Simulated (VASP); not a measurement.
# BaTiO3: the band gap up a ladder of functionals, part 3 of 7

Aim: the band gap of BaTiO3 at many levels of theory on one cell, with the cost of each. The start is a cell from a database of measured crystal structures.

VASP 6.6.1, plane waves and PAW; the level of theory is named at each step.

So far, least gap on mesh and path (eV): step 2 (bands, level LDA, k 4×4×4) 1.63; step 3 (bands, level PBEsol, k 4×4×4) 1.68; step 4 (bands, level PBE, k 4×4×4) 1.72; step 5 (bands, level r2SCAN, k 4×4×4) 2.11.

## Step 6: Bands with TB-mBJ, k 4×4×4

This step: TB-mBJ; plane waves and PAW (Ba_sv, Ti_sv, O) (VASP 6.6.1).

TB-mBJ is a local potential fitted to gaps: it costs far less than a hybrid but gives no energy.

INCAR reads:

```
SYSTEM = BaTiO3
PREC = Accurate
ENCUT = 520
EDIFF = 1E-06
NELM = 150
ISMEAR = 0
SIGMA = 0.02
LREAL = .FALSE.
ALGO = Normal
METAGGA = MBJ
LASPH = .TRUE.
NBANDS = 35
LORBIT = 11
LWAVE = .FALSE.
LCHARG = .FALSE.
KPAR = 8
```

POSCAR reads:

```
BaTiO3
1.0
    4.0060000000      0.0000000000      0.0000000000
    0.0000000000      4.0060000000      0.0000000000
    0.0000000000      0.0000000000      4.0060000000
Ba Ti O
1 1 3
Direct
    0.5000000000      0.5000000000      0.5000000000
    0.0000000000      0.0000000000      0.0000000000
    0.5000000000      0.0000000000      0.0000000000
    0.0000000000      0.5000000000      0.0000000000
    0.0000000000      0.0000000000      0.5000000000
```

KPOINTS reads:

```
Automatic mesh
0
Gamma
4 4 4
0 0 0
```

KPOINTS_OPT reads:

```
Line mode
16
Line-mode
Reciprocal
  0.00000000   0.00000000   0.00000000 GAMMA
  0.00000000   0.50000000   0.00000000 X

  0.00000000   0.50000000   0.00000000 X
  0.50000000   0.50000000   0.00000000 M

  0.50000000   0.50000000   0.00000000 M
  0.00000000   0.00000000   0.00000000 GAMMA

  0.00000000   0.00000000   0.00000000 GAMMA
  0.50000000   0.50000000   0.50000000 R

  0.50000000   0.50000000   0.50000000 R
  0.00000000   0.50000000   0.00000000 X

  0.50000000   0.50000000   0.00000000 M
  0.50000000   0.50000000   0.50000000 R
```

The projector-augmented-wave data sets are Ba_sv, Ti_sv and O (PBE family, release 64).

Run with:

```
$ mpirun -np 8 vasp_std
```

Numbers of over 12 decimals in the logs are rounded to 6 here.

Log:

```text
[... set-up lines as in an earlier step ...]
 entering main loop
       N       E                     dE             d eps       ncg     rms          rms(c)
DAV:   1     0.883677294033E+03    0.88368E+03   -0.18990E+04   700   0.120E+03
DAV:   2     0.480582119096E+03   -0.40310E+03   -0.37504E+03   749   0.345E+02
DAV:   3     0.441014962546E+03   -0.39567E+02   -0.38780E+02   873   0.112E+02
DAV:   4     0.439054293949E+03   -0.19607E+01   -0.19496E+01  1034   0.220E+01
[...]
DAV:   8     0.451291103100E+03    0.84181E+01   -0.89709E+00   853   0.243E+01    0.443E+00
DAV:   9     0.449880077857E+03   -0.14110E+01   -0.24555E+00   784   0.116E+01    0.705E+00
DAV:  10     0.453995497381E+03    0.41154E+01   -0.76119E+00   761   0.225E+01    0.301E+00
[... 130 further cycles ...]
DAV: 141     0.452786774339E+03    0.47761E+00   -0.65716E-02   753   0.191E+00    0.203E+00
DAV: 142     0.453203711379E+03    0.41694E+00   -0.78157E-02   743   0.179E+00    0.189E+00
DAV: 143     0.453330494932E+03    0.12678E+00   -0.10841E+00   717   0.493E+00    0.203E+00
DAV: 144     0.447068117695E+03   -0.62624E+01   -0.33076E+01   883   0.409E+01    0.906E+00
[...]
DAV: 148     0.456108485198E+03    0.94066E+01   -0.65221E+01   727   0.585E+01    0.893E+00
DAV: 149     0.445557041752E+03   -0.10551E+02   -0.57265E+01   700   0.538E+01    0.818E+00
DAV: 150     0.458740484409E+03    0.13183E+02   -0.45602E+01   716   0.477E+01
 -----------------------------------------------------------------------------
|                                                                             |
|           W    W    AA    RRRRR   N    N  II  N    N   GGGG   !!!           |
|           W    W   A  A   R    R  NN   N  II  NN   N  G    G  !!!           |
|           W    W  A    A  R    R  N N  N  II  N N  N  G       !!!           |
|           W WW W  AAAAAA  RRRRR   N  N N  II  N  N N  G  GGG   !            |
|           WW  WW  A    A  R   R   N   NN  II  N   NN  G    G                |
|           W    W  A    A  R    R  N    N  II  N    N   GGGG   !!!           |
|                                                                             |
|     The electronic self-consistency was not achieved in the given           |
|     number of steps (NELM). The forces and other quantities evaluated       |
|     might not be reliable so examine the results carefully. If you find     |
|     spurious results, we suggest increasing NELM, if you were close to      |
|     convergence or switching to a different ALGO or adjusting the           |
|     density mixing parameters otherwise.                                    |
|                                                                             |
 -----------------------------------------------------------------------------

   1 F= 0.45874048E+03 E0= 0.45874048E+03  d E =-.173506E-17
 Start KPOINTS_OPT (optional k-point list driver)
k-point batch [1-10\96]
       N       E                     dE             ncg
DAV:   1     0.179792009920E+04   -0.40348E+02      700
DAV:   2    -0.230489890533E+04   -0.41028E+04      788
DAV:   3    -0.274003175716E+04   -0.43513E+03      941
DAV:   4    -0.275524279974E+04   -0.15211E+02      880
DAV:   5    -0.275552975026E+04   -0.28695E+00      805
DAV:   6    -0.275553553727E+04   -0.57870E-02      868
DAV:   7    -0.275553573290E+04   -0.19563E-03      898
DAV:   8    -0.275553574143E+04   -0.85276E-05      737
DAV:   9    -0.275553574186E+04   -0.42761E-06      693
[...]
k-point batch [91-96\96]
       N       E                     dE             ncg
DAV:   1     0.660964608546E+04   -0.79831E+04      420
DAV:   2     0.414061752813E+04   -0.24690E+04      476
DAV:   3     0.388192305192E+04   -0.25869E+03      593
DAV:   4     0.387256136198E+04   -0.93617E+01      544
DAV:   5     0.387233187087E+04   -0.22949E+00      589
DAV:   6     0.387232692817E+04   -0.49427E-02      517
DAV:   7     0.387232680429E+04   -0.12388E-03      568
DAV:   8     0.387232679968E+04   -0.46107E-05      474
DAV:   9     0.387232679947E+04   -0.20612E-06      408
```

Elapsed: 2.7 min, on 8 MPI ranks of AMD EPYC 7R43, shared host; peak memory 1.5 GiB.

From OUTCAR (step 6):

```text
 k-point     1 :       0.0000    0.0000    0.0000
  band No.  band energies     occupation
    ...
     16       5.1040      2.00000
     17       5.1040      2.00000
     18       5.8887      2.00000
     19       5.8887      2.00000
     20       5.8887      2.00000
     21       6.7425      0.00000
     22       6.7425      0.00000
     23       6.7425      0.00000
     24       8.0049      0.00000
     25       8.0056      0.00000
    ...

  Total      123.0429264    123.0429264    123.0429264      0.0000000      0.0000000     -0.0000000
  in kB     3066.4394900   3066.4394900   3066.4394900      0.0000000      0.0000000     -0.0000000
  external PRESSURE =    3066.4394900 kB  Pullay stress =       0.0000000 kB

  FREE ENERGIE OF THE ION-ELECTRON SYSTEM (eV)
  ---------------------------------------------------
  free  energy   TOTEN  =       458.7404844094 eV

  energy  without entropy=      458.7404844094  energy(sigma->0) =      458.74048441

[... 9 parts as in an earlier step ...]

[... 11 further parts left out ...]
[key lines of the parts left out:]
E-fermi :   6.3232
```

The electronic loop ended without reaching EDIFF, so its numbers are not used.

## Step 7: Bands with AM05, k 4×4×4

This step: AM05; plane waves and PAW (Ba_sv, Ti_sv, O) (VASP 6.6.1).

AM05 is built from the electron gas and the surface model, and does well on lattice constants.

INCAR reads:

```
SYSTEM = BaTiO3
PREC = Accurate
ENCUT = 520
EDIFF = 1E-06
NELM = 100
ISMEAR = 0
SIGMA = 0.02
LREAL = .FALSE.
ALGO = Normal
GGA = AM
NBANDS = 35
LASPH = .TRUE.
LORBIT = 11
LWAVE = .FALSE.
LCHARG = .FALSE.
KPAR = 8
```

POSCAR is that of step 6.

KPOINTS is that of step 6.

KPOINTS_OPT is that of step 6.

Run with:

```
$ mpirun -np 8 vasp_std
```

Log:

```text
[... set-up lines as in an earlier step ...]
 entering main loop
       N       E                     dE             d eps       ncg     rms          rms(c)
DAV:   1     0.392320932146E+03    0.39232E+03   -0.19244E+04   700   0.121E+03
DAV:   2    -0.108689904997E+02   -0.40319E+03   -0.37301E+03   773   0.347E+02
DAV:   3    -0.492513756177E+02   -0.38382E+02   -0.37697E+02   862   0.112E+02
DAV:   4    -0.509818753467E+02   -0.17305E+01   -0.17242E+01  1021   0.206E+01
[...]
DAV:  13    -0.407427978363E+02    0.45623E-04   -0.28869E-04   851   0.150E-01    0.228E-02
DAV:  14    -0.407427975957E+02    0.24052E-06   -0.27515E-05   836   0.445E-02    0.626E-03
DAV:  15    -0.407427972125E+02    0.38325E-06   -0.41186E-06   840   0.180E-02
   1 F= -.40742797E+02 E0= -.40742797E+02  d E =-.325886E-66
 Start KPOINTS_OPT (optional k-point list driver)
k-point batch [1-10\96]
       N       E                     dE             ncg
DAV:   1     0.128487996988E+03   -0.17098E+04      700
DAV:   2    -0.356522161240E+04   -0.36937E+04      767
DAV:   3    -0.391202278798E+04   -0.34680E+03      871
DAV:   4    -0.392385006178E+04   -0.11827E+02     1016
DAV:   5    -0.392409952696E+04   -0.24947E+00      805
DAV:   6    -0.392410431947E+04   -0.47925E-02      897
DAV:   7    -0.392410445669E+04   -0.13722E-03      829
DAV:   8    -0.392410446139E+04   -0.46964E-05      782
DAV:   9    -0.392410446156E+04   -0.17525E-06      629
[...]
k-point batch [91-96\96]
       N       E                     dE             ncg
DAV:   1     0.563651261606E+04   -0.89563E+04      420
DAV:   2     0.338078307702E+04   -0.22557E+04      436
DAV:   3     0.316154904904E+04   -0.21923E+03      574
DAV:   4     0.315357103405E+04   -0.79780E+01      600
DAV:   5     0.315341959655E+04   -0.15144E+00      496
DAV:   6     0.315341565877E+04   -0.39378E-02      538
DAV:   7     0.315341555646E+04   -0.10231E-03      552
DAV:   8     0.315341555455E+04   -0.19031E-05      431
DAV:   9     0.315341555448E+04   -0.76151E-07      360
```

Elapsed: 34 s, on 8 MPI ranks; peak memory 1.4 GiB.

From OUTCAR (step 7):

```text
  Total       -0.8196369     -0.8196369     -0.8196369      0.0000000      0.0000000     -0.0000000
  in kB      -20.4267479    -20.4267479    -20.4267479      0.0000000      0.0000000     -0.0000000
  external PRESSURE =     -20.4267479 kB  Pullay stress =       0.0000000 kB

  FREE ENERGIE OF THE ION-ELECTRON SYSTEM (eV)
  ---------------------------------------------------
  free  energy   TOTEN  =       -40.7427972125 eV

  energy  without entropy=      -40.7427972125  energy(sigma->0) =      -40.74279721

[... 3 parts as in an earlier step ...]

[... 1 further part left out ...]
[key lines of the parts left out:]
E-fermi :   3.9737
```

At this level the cell is under a tension of 2.0 GPa, so at these settings it is away from equilibrium.

The electronic bands at the labelled points (eV, zero at the valence-band top; v1 is the highest filled band, c1 the lowest empty one):

| point | v4 | v3 | v2 | v1 | c1 | c2 | c3 | c4 |
| --- | --- | --- | --- | --- | --- | --- | --- | --- |
| Γ | -1.10 | -0.15 | -0.15 | -0.15 | 1.68 | 1.68 | 1.68 | 3.89 |
| 0.47 of the way | -1.52 | -1.17 | -0.45 | -0.45 | 1.75 | 2.57 | 2.57 | 3.89 |
| X | -1.85 | -1.85 | -0.72 | -0.72 | 1.84 | 3.45 | 3.45 | 3.89 |
| 0.53 of the way | -1.36 | -1.35 | -1.12 | -0.45 | 2.80 | 3.45 | 3.59 | 4.59 |
| M | -1.74 | -0.88 | -0.88 | -0.09 | 3.45 | 3.45 | 3.87 | 4.74 |
| 0.47 of the way | -1.53 | -1.04 | -1.01 | -0.47 | 2.71 | 2.84 | 3.09 | 4.49 |
| Γ | -1.10 | -0.15 | -0.15 | -0.15 | 1.68 | 1.68 | 1.68 | 3.89 |
| 0.47 of the way | -2.34 | -0.73 | -0.73 | -0.64 | 2.98 | 3.00 | 3.00 | 5.70 |
| R | -2.43 | 0.00 | 0.00 | 0.00 | 4.12 | 4.12 | 4.12 | 6.66 |
| 0.47 of the way | -2.27 | -0.86 | -0.57 | -0.43 | 3.33 | 3.70 | 3.71 | 6.01 |
| X | -1.85 | -1.85 | -0.72 | -0.72 | 1.84 | 3.45 | 3.45 | 3.89 |
| jump to M | -1.74 | -0.88 | -0.88 | -0.09 | 3.45 | 3.45 | 3.87 | 4.74 |
| 0.47 of the way | -2.53 | -0.58 | -0.58 | -0.05 | 3.73 | 3.73 | 3.98 | 6.03 |
| R | -2.43 | 0.00 | 0.00 | 0.00 | 4.12 | 4.12 | 4.12 | 6.66 |

Of the projections kept (Ba, Ti, O), the largest for each band there; the rest of the weight can lie on other orbitals:

```csv
point,v4,v3,v2,v1,c1,c2,c3,c4
Γ,O 1.00,O 0.95,O 0.95,O 0.95,Ti 0.97,Ti 0.97,Ti 0.97,Ti 0.95
X,O 0.70,O 0.70,O 0.93,O 0.93,Ti 1.00,Ti 0.80,Ti 0.80,Ti 0.95
M,O 0.86,O 0.88,O 0.88,O 0.97,Ti 0.82,Ti 0.82,Ti 0.86,Ti 0.88
Γ,O 1.00,O 0.95,O 0.95,O 0.95,Ti 0.97,Ti 0.97,Ti 0.97,Ti 0.95
R,O 0.57,O 1.00,O 1.00,O 1.00,Ti 0.82,Ti 0.82,Ti 0.82,Ba 0.84
X,O 0.70,O 0.70,O 0.93,O 0.93,Ti 1.00,Ti 0.80,Ti 0.80,Ti 0.95
```

The gap is 1.67 eV, indirect, from R to Γ. Against LDA that is +0.05 eV; the cost is about the same.

## Step 8: Starting orbitals for the hybrid

This step: PBE; plane waves and PAW (Ba_sv, Ti_sv, O) (VASP 6.6.1).

A hybrid converges badly from random orbitals, so a cheap semilocal run writes a WAVECAR on the same mesh first.

INCAR reads:

```
SYSTEM = BaTiO3
PREC = Accurate
ENCUT = 520
EDIFF = 1E-05
NELM = 100
ISMEAR = 0
SIGMA = 0.02
LREAL = .FALSE.
ALGO = Normal
GGA = PE
NBANDS = 26
LASPH = .TRUE.
LORBIT = 11
LWAVE = .TRUE.
LCHARG = .FALSE.
KPAR = 8
```

POSCAR is that of step 7.

KPOINTS is that of step 7.

Run with:

```
$ mpirun -np 8 vasp_std
```

Log:

```text
[... set-up lines as in an earlier step ...]
 entering main loop
       N       E                     dE             d eps       ncg     rms          rms(c)
DAV:   1     0.440463350329E+03    0.44046E+03   -0.20422E+04   528   0.162E+03
DAV:   2    -0.776429187765E+01   -0.44823E+03   -0.43253E+03   620   0.442E+02
DAV:   3    -0.488237202006E+02   -0.41059E+02   -0.40737E+02   614   0.139E+02
DAV:   4    -0.509607408763E+02   -0.21370E+01   -0.21343E+01   808   0.288E+01
DAV:   5    -0.509935937637E+02   -0.32853E-01   -0.32837E-01   680   0.338E+00    0.228E+01
DAV:   6    -0.400682572330E+02    0.10925E+02   -0.66683E+01   726   0.704E+01    0.975E+00
DAV:   7    -0.400884816459E+02   -0.20224E-01   -0.10279E+01   662   0.230E+01    0.638E+00
DAV:   8    -0.399369260915E+02    0.15156E+00   -0.88579E-01   602   0.849E+00    0.286E+00
DAV:   9    -0.399628877329E+02   -0.25962E-01   -0.24487E-01   700   0.343E+00    0.108E+00
DAV:  10    -0.399574081085E+02    0.54796E-02   -0.53156E-02   620   0.211E+00    0.612E-01
DAV:  11    -0.399537247848E+02    0.36833E-02   -0.15743E-02   644   0.122E+00    0.102E-01
DAV:  12    -0.399538021815E+02   -0.77397E-04   -0.33534E-03   624   0.591E-01    0.126E-01
DAV:  13    -0.399535994920E+02    0.20269E-03   -0.56934E-04   668   0.195E-01    0.208E-02
DAV:  14    -0.399536065490E+02   -0.70571E-05   -0.64301E-05   604   0.613E-02
   1 F= -.39953607E+02 E0= -.39953607E+02  d E =-.920631E-95
 writing wavefunctions
```

Elapsed: 7.2 s, on 8 MPI ranks; peak memory 1.2 GiB; 51 s of CPU time.

Parts of OUTCAR (step 8):

```text
   k-points           NKPTS =     10   k-points in BZ     NKDIM =     10   number of bands    NBANDS=     26

   NELECT =      40.0000    total number of electrons

 E-fermi :   4.1092

 k-point     1 :       0.0000    0.0000    0.0000
  band No.  band energies     occupation
    ...
     16       2.7310      2.00000
     17       2.7310      2.00000
     18       3.6695      2.00000
     19       3.6695      2.00000
     20       3.6695      2.00000
     21       5.5355      0.00000
     22       5.5355      0.00000
     23       5.5355      0.00000
     24       7.6770      0.00000
     25       7.6770      0.00000
    ...

  Total        1.4428981      1.4428981      1.4428981     -0.0000000      0.0000000     -0.0000000
  in kB       35.9594796     35.9594796     35.9594796     -0.0000000      0.0000000     -0.0000000
  external PRESSURE =      35.9594796 kB  Pullay stress =       0.0000000 kB

  FREE ENERGIE OF THE ION-ELECTRON SYSTEM (eV)
  ---------------------------------------------------
  free  energy   TOTEN  =       -39.9536065490 eV

  energy  without entropy=      -39.9536065490  energy(sigma->0) =      -39.95360655

[... 8 parts as in an earlier step ...]

[... 9 further parts left out ...]
```

The gap is read on the k-mesh alone, so it is an upper bound where the band edges lie off the mesh. At this level the cell is under a pressure of 3.6 GPa, so at these settings it is away from equilibrium.

A gap read on the k-mesh alone can miss the band edges.

This step gave:

- SCF cycles: 14
- bands: 26
- free energy (TOTEN): -39.95 eV
- Fermi energy: 4.109 eV
- pressure: 3.596 GPa
- gap on the k-mesh: 1.717 eV
- least direct gap on the k-mesh: 1.866 eV

(Part 3 of 7 ends here.)

[Lines on the potential files, build, host, timing and source positions are cut from VASP's logs without a mark.]

[Logs are printed without paths, hosts, clocks, repeated set-up lines and the standing remarks that a program may print on its own settings, such as how far it seeks lower states.]

[Hosts, paths, dates, database ids (printed as entryN), source tags and the programs' standing remarks are cut or masked in the printed files.]

[A measured line is paired with the nearest computed mode of its activity, which favours agreement.]
